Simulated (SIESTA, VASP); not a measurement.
An input for SIESTA (GGA PBEsol, numerical atomic orbitals TZP, PseudoDojo PBEsol standard norm-conserving potentials (rewritten from UPF to PSML)):

```
# files in the folder: Ta.psml Al.psml (PseudoDojo PBEsol standard)
SystemName  TaAl3
SystemLabel TaAl3

NumberOfAtoms                4
NumberOfSpecies              2
%block ChemicalSpeciesLabel
  1 73 Ta
  2 13 Al
%endblock ChemicalSpeciesLabel
LatticeConstant              1.0 Bohr
%block LatticeVectors
    -3.622793954    3.622793954    8.033783225
     3.622793954   -3.622793954    8.033783225
     3.622793954    3.622793954   -8.033783225
%endblock LatticeVectors
AtomicCoordinatesFormat      Ang
%block AtomicCoordinatesAndAtomicSpecies
     0.000000000    0.000000000    0.000000000  1
     0.000000000    0.000000000    4.251295000  2
    -0.000000000    1.917100000    2.125647500  2
     1.917100000    0.000000000    2.125647500  2
%endblock AtomicCoordinatesAndAtomicSpecies

XC.functional                GGA
XC.authors                   PBEsol
PAO.BasisSize                TZP
PAO.EnergyShift              0.01 Ry
MeshCutoff                   400 Ry
%block kgrid.MonkhorstPack
    2   0   0  0.0
    0   2   0  0.0
    0   0   2  0.0
%endblock kgrid.MonkhorstPack
OccupationFunction           MP
OccupationMPOrder            0
ElectronicTemperature        0.1 eV

MaxSCFIterations             150
SCF.Mixer.Method             Pulay
SCF.Mixer.Weight             0.1
SCF.Mixer.History            6
SCF.DM.Tolerance             1.0E-04
Diag.ParallelOverK           true
WriteForces                  true
Charge.Mulliken              end
```

Task: Write the VASP files for the same calculation.

Result: One set of files that does it:

POSCAR:
```
TaAl3
5.0422270
 -0.3802089831   0.3802089831   0.8431383593
  0.3802089831  -0.3802089831   0.8431383593
  0.3802089831   0.3802089831  -0.8431383593
Ta Al
1 3
Cart
  0.0000000000   0.0000000000   0.0000000000
  0.0000000000   0.0000000000   0.8431383593
 -0.0000000000   0.3802089831   0.4215691797
  0.3802089831   0.0000000000   0.4215691797
```

### KPOINTS
```
Automatic mesh
0
Gamma
2 2 2
0 0 0
```

**INCAR**
```
SYSTEM = TaAl3
PREC = Accurate; ENCUT = 300; LREAL = .FALSE.
LASPH = .TRUE.
EDIFF = 1E-6; NELM = 100; ALGO = Normal
LMAXMIX = 6
ISMEAR = 0; SIGMA = 0.1
GGA = PS
ISIF = 2
LWAVE = .FALSE.; LCHARG = .FALSE.
```

POTCAR, in this order: Ta_pv Al (PBE.64 set). Program: vasp_std.

The two runs describe the same crystal, functional and task. Each code takes its own potentials, basis and convergence tests.

The structure comes from a computed database's TaAl3 entry; how it stands against other phases isn't given here. The cell was not relaxed at this level, and it may have been scaled.
